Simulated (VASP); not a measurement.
Runs of VASP 6.6.1 on Co. The structure is cubic, space group Pm-3m (No. 221). The conventional cell has a = 2.225 Å, b = 2.225 Å, c = 2.225 Å, α = 90.00°, β = 90.00°, γ = 90.00°. Co (site symmetry m-3m) has 6 Co at 2.22 Å as nearest neighbours. This isn't the form of Co at room conditions, which is hcp.

| task | cell | k mesh | cutoff (eV) | gap on the mesh (eV) | pressure (GPa) |
| --- | --- | --- | --- | --- | --- |
| single point | Pm-3m, 11.01 Å³/atom | 23 × 23 × 23 | 520 | none | -0.9 |
| relaxation of cell and atoms | relaxed | 14 × 14 × 14 | 600 | none | 0.0 |
| single point | Pm-3m, 10.57 Å³/atom | 16 × 16 × 16 | 520 | none | (a) |
| single point | Pm-3m, 11.01 Å³/atom | 14 × 14 × 14 | 520 | none | -1.0 |
| single point | Pm-3m, 11.01 Å³/atom | 16 × 16 × 16 | 520 | none | -0.9 |

Alike in all rows: level LDA; potentials or basis VASP PAW LDA potentials, release 64 (Co); no spin polarisation; smearing fermi-dirac 0.1 eV.

Estimate the missing entries.

(a) 9.1.

Caveats: the run has no spin polarisation, though such a crystal can be magnetic.

A gap of «none» marks a metal or a gap under the smearing width.
